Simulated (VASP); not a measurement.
Output of a VASP run:

File OUTCAR:
```
 ion  position               nearest neighbor table
   1  0.864  0.636  0.364-   5 2.34   6 2.39   7 2.39   8 2.39   6 2.58   7 2.58   8 2.58   2 2.82
                             4 2.82   3 2.82   3 2.82   2 2.82   4 2.82
   2  0.364  0.864  0.636-   6 2.34   5 2.39   7 2.39   8 2.39   8 2.58   5 2.58   7 2.58   1 2.82
                             3 2.82   4 2.82   3 2.82   1 2.82   4 2.82
   3  0.136  0.136  0.136-   7 2.34   6 2.39   5 2.39   8 2.39   8 2.58   5 2.58   6 2.58   2 2.82
                             4 2.82   1 2.82   2 2.82   1 2.82   4 2.82
   4  0.636  0.364  0.864-   8 2.34   6 2.39   7 2.39   5 2.39   5 2.58   6 2.58   7 2.58   1 2.82
                             1 2.82   2 2.82   2 2.82   3 2.82   3 2.82
   5  0.158  0.342  0.658-   1 2.34   2 2.39   3 2.39   4 2.39   2 2.58   3 2.58   4 2.58   8 2.85
                             6 2.85   8 2.85   7 2.85   7 2.85   6 2.85
   6  0.658  0.158  0.342-   2 2.34   1 2.39   3 2.39   4 2.39   4 2.58   1 2.58   3 2.58   8 2.85
                             7 2.85   5 2.85   8 2.85   7 2.85   5 2.85
   7  0.842  0.842  0.842-   3 2.34   2 2.39   1 2.39   4 2.39   4 2.58   1 2.58   2 2.58   5 2.85
                             6 2.85   8 2.85   6 2.85   5 2.85   8 2.85
   8  0.342  0.658  0.158-   4 2.34   2 2.39   3 2.39   1 2.39   1 2.58   2 2.58   3 2.58   7 2.85
                             5 2.85   5 2.85   6 2.85   6 2.85   7 2.85
  LATTYP: Found a simple cubic cell.
 ALAT       =     4.5958234143
 Subroutine PRICEL returns:
 Original cell was already a primitive cell.
 Subroutine GETGRP returns: Found 12 space group operations
The static configuration has the point symmetry C_3 .
 The point group associated with its full space group is T   .
The dynamic configuration has the point symmetry C_3 .
The overall configuration has the point symmetry C_3 .
 Subroutine INISYM returns: Found 12 space group operations
 Subroutine IBZKPT returns following result:
 Found     45 irreducible k-points:

 Following reciprocal coordinates:
            Coordinates               Weight
  0.000000  0.000000  0.000000      1.000000
  0.125000  0.000000  0.000000      6.000000
  0.250000  0.000000  0.000000      6.000000
  0.375000  0.000000  0.000000      6.000000
  0.500000  0.000000  0.000000      3.000000
  0.125000  0.125000  0.000000     12.000000
  0.250000  0.125000  0.000000     12.000000
 -0.125000  0.250000  0.000000     12.000000
  0.375000  0.125000  0.000000     12.000000
 -0.125000  0.375000  0.000000     12.000000
  0.500000  0.125000  0.000000      6.000000
 -0.125000  0.500000  0.000000      6.000000
  0.250000  0.250000  0.000000     12.000000
  0.375000  0.250000  0.000000     12.000000
 -0.250000  0.375000  0.000000     12.000000
  0.500000  0.250000  0.000000      6.000000
 -0.250000  0.500000  0.000000      6.000000
  0.375000  0.375000  0.000000     12.000000
  0.500000  0.375000  0.000000      6.000000
 -0.375000  0.500000  0.000000      6.000000
  0.500000  0.500000  0.000000      3.000000
  0.125000  0.125000  0.125000      8.000000
  0.250000  0.125000  0.125000     24.000000
  0.375000  0.125000  0.125000     24.000000
  0.500000  0.125000  0.125000     12.000000
  0.250000  0.250000  0.125000     24.000000
  0.375000  0.250000  0.125000     24.000000
 -0.250000  0.375000  0.125000     24.000000
  0.500000  0.250000  0.125000     12.000000
 -0.250000  0.500000  0.125000     12.000000
  0.375000  0.375000  0.125000     24.000000
  0.500000  0.375000  0.125000     12.000000
 -0.375000  0.500000  0.125000     12.000000
  0.500000  0.500000  0.125000      6.000000
  0.250000  0.250000  0.250000      8.000000
  0.375000  0.250000  0.250000     24.000000
  0.500000  0.250000  0.250000     12.000000
  0.375000  0.375000  0.250000     24.000000
  0.500000  0.375000  0.250000     12.000000
 -0.375000  0.500000  0.250000     12.000000
   k-points           NKPTS =     45   k-points in BZ     NKDIM =     45   number of bands    NBANDS=     54
   number of dos      NEDOS =    601   number of ions     NIONS =      8
   total plane-waves  NPLWV =  27000
   dimension x,y,z NGX =    30 NGY =   30 NGZ =   30
   dimension x,y,z NGXF=    60 NGYF=   60 NGZF=   60
   ions per type =               4   4
   PREC   = accura    normal or accurate (medium, high low for compatibility)
   ISTART =      0    job   : 0-new  1-cont  2-samecut
...
```

### OSZICAR
```
       N       E                     dE             d eps       ncg     rms          rms(c)
DAV:   1     0.902014993747E+03    0.90201E+03   -0.30849E+04 11150   0.381E+03
DAV:   2     0.132674678596E+03   -0.76934E+03   -0.74210E+03  9720   0.899E+02
DAV:   3    -0.483553897006E+02   -0.18103E+03   -0.17243E+03  9752   0.265E+02
DAV:   4    -0.629431538746E+02   -0.14588E+02   -0.14344E+02 12024   0.856E+01
DAV:   5    -0.633194663120E+02   -0.37631E+00   -0.37530E+00 11662   0.162E+01    0.269E+01
DAV:   6    -0.670330451825E+02   -0.37136E+01   -0.11002E+02 12634   0.826E+01    0.277E+01
DAV:   7    -0.570430764502E+02    0.99900E+01   -0.52355E+01 11624   0.623E+01    0.594E+00
DAV:   8    -0.570657183609E+02   -0.22642E-01   -0.36385E+00 10860   0.956E+00    0.301E+00
DAV:   9    -0.570298701942E+02    0.35848E-01   -0.27473E-01 13006   0.450E+00    0.250E+00
DAV:  10    -0.570497555048E+02   -0.19885E-01   -0.26701E-02 12230   0.126E+00    0.203E+00
DAV:  11    -0.570515934325E+02   -0.18379E-02   -0.12499E-01 15520   0.290E+00    0.150E+00
DAV:  12    -0.570661812797E+02   -0.14588E-01   -0.36249E-02 13248   0.177E+00    0.400E-01
DAV:  13    -0.570662146067E+02   -0.33327E-04   -0.19533E-03 12694   0.526E-01    0.213E-01
DAV:  14    -0.570661788696E+02    0.35737E-04   -0.31023E-04 12078   0.157E-01    0.129E-01
DAV:  15    -0.570661653600E+02    0.13510E-04   -0.14153E-04 12800   0.115E-01    0.389E-02
DAV:  16    -0.570661269603E+02    0.38400E-04   -0.38415E-05 13374   0.503E-02    0.994E-03
DAV:  17    -0.570661283217E+02   -0.13614E-05   -0.40170E-06 10250   0.174E-02    0.527E-03
DAV:  18    -0.570661309934E+02   -0.26716E-05   -0.28766E-07  7940   0.394E-03    0.284E-03
DAV:  19    -0.570661330492E+02   -0.20558E-05   -0.12437E-07  6310   0.227E-03    0.845E-04
DAV:  20    -0.570661335166E+02   -0.46741E-06   -0.35936E-08  5418   0.126E-03    0.265E-04
DAV:  21    -0.570661336987E+02   -0.18214E-06   -0.80463E-09  5340   0.632E-04    0.156E-04
DAV:  22    -0.570661337044E+02   -0.56989E-08   -0.23049E-09  5280   0.341E-04
   1 F= -.57066134E+02 E0= -.57066134E+02  d E =0.000000E+00  mag=     4.0429
```

File OUTCAR:
```
------------------------ aborting loop because EDIFF is reached ----------------------------------------
  FORCE on cell =-STRESS in cart. coord.  units (eV):
  Direction    XX          YY          ZZ          XY          YZ          ZX
  --------------------------------------------------------------------------------------
  Total       -0.0884894     -0.0884894     -0.0884894     -0.0000000     -0.0000000     -0.0000000
  in kB       -1.4605340     -1.4605340     -1.4605340     -0.0000000     -0.0000000     -0.0000000
  external PRESSURE =      -1.4605340 kB  Pullay stress =       0.0000000 kB
  volume of cell :       97.07
      direct lattice vectors                 reciprocal lattice vectors
     4.595823414  0.000000000  0.000000000     0.217588865  0.000000000  0.000000000
     0.000000000  4.595823414  0.000000000     0.000000000  0.217588865  0.000000000
     0.000000000  0.000000000  4.595823414     0.000000000  0.000000000  0.217588865
 POSITION                                       TOTAL-FORCE (eV/Angst)
 -----------------------------------------------------------------------------------
      3.97022      2.92352      1.67231        -0.011777      0.011777     -0.011777
      1.67231      3.97022      2.92352        -0.011777     -0.011777      0.011777
      0.62560      0.62560      0.62560         0.011777      0.011777      0.011777
      2.92352      1.67231      3.97022         0.011777     -0.011777     -0.011777
      0.72655      1.57136      3.02446        -0.001335      0.001335     -0.001335
      3.02446      0.72655      1.57136        -0.001335     -0.001335      0.001335
      3.86928      3.86928      3.86928         0.001335      0.001335      0.001335
      1.57136      3.02446      0.72655         0.001335     -0.001335     -0.001335
 -----------------------------------------------------------------------------------
    total drift:                               -0.000000      0.000005      0.000000
  FREE ENERGIE OF THE ION-ELECTRON SYSTEM (eV)
  ---------------------------------------------------
  free  energy   TOTEN  =       -57.0661337044 eV

  energy  without entropy=      -57.0661337044  energy(sigma->0) =      -57.06613370

 total charge

# of ion       s       p       d       tot
------------------------------------------
    1        0.398   0.545   6.510   7.453
    2        0.398   0.545   6.510   7.453
    3        0.398   0.545   6.510   7.453
    4        0.398   0.545   6.510   7.453
    5        1.112   1.290  10.139  12.541
    6        1.112   1.290  10.139  12.541
    7        1.112   1.290  10.139  12.541
    8        1.112   1.290  10.139  12.541
--------------------------------------------------
tot          6.041   7.340  66.598  79.978

 magnetization (x)

# of ion       s       p       d       tot
------------------------------------------
    1       -0.001  -0.002   1.100   1.098
    2       -0.001  -0.002   1.100   1.098
    3       -0.001  -0.002   1.100   1.098
    4       -0.001  -0.002   1.100   1.098
    5       -0.011  -0.052  -0.004  -0.067
    6       -0.011  -0.052  -0.004  -0.067
    7       -0.011  -0.052  -0.004  -0.067
    8       -0.011  -0.052  -0.004  -0.067
--------------------------------------------------
tot         -0.046  -0.217   4.386   4.123
```
(Selected blocks of OUTCAR.)

File POSCAR:
```
FeGe
1
    4.5958234143     0.0000000000     0.0000000000
    0.0000000000     4.5958234143     0.0000000000
    0.0000000000     0.0000000000     4.5958234143
Fe Ge
4 4
Direct
  0.8638755877   0.6361244123   0.3638755877
  0.3638755877   0.8638755877   0.6361244123
  0.1361244123   0.1361244123   0.1361244123
  0.6361244123   0.3638755877   0.8638755877
  0.1580885821   0.3419114179   0.6580885821
  0.6580885821   0.1580885821   0.3419114179
  0.8419114179   0.8419114179   0.8419114179
  0.3419114179   0.6580885821   0.1580885821
```

Problem. Write an INCAR and KPOINTS that could have produced this output.

Solution. Several could match; the one computed here: the input of the run itself, PBEsol GGA, plane waves, VASP's PBE PAW potentials (set 64).

### INCAR
```
! general
SYSTEM  = FeGe
PREC    = Accurate
ENCUT   = 400
LREAL   = .FALSE.
LASPH   = .TRUE.

! electronic loop
EDIFF   = 1E-7
NELM    = 100
ALGO    = Normal
LMAXMIX = 4

! smearing
ISMEAR  = -5

! functional
GGA     = PS

! spin
ISPIN   = 2
MAGMOM  = 4*1.1 4*-0.1

! ions
ISIF    = 2

! output
LWAVE   = .FALSE.
LCHARG  = .TRUE.
LORBIT  = 11
NEDOS   = 601

! other
LEFG    = .TRUE.
```

### KPOINTS
```
Regular mesh
0
G
8 8 8
0 0 0
```

POTCAR, in this order: Fe Ge_d (PBE.64 set). Program: vasp_std.

For a metal the tetrahedron method with Blöchl corrections gives inexact stress and forces.

The compound is FeGe in the B20 structure. It was relaxed first, which changed the volume by -7 %.
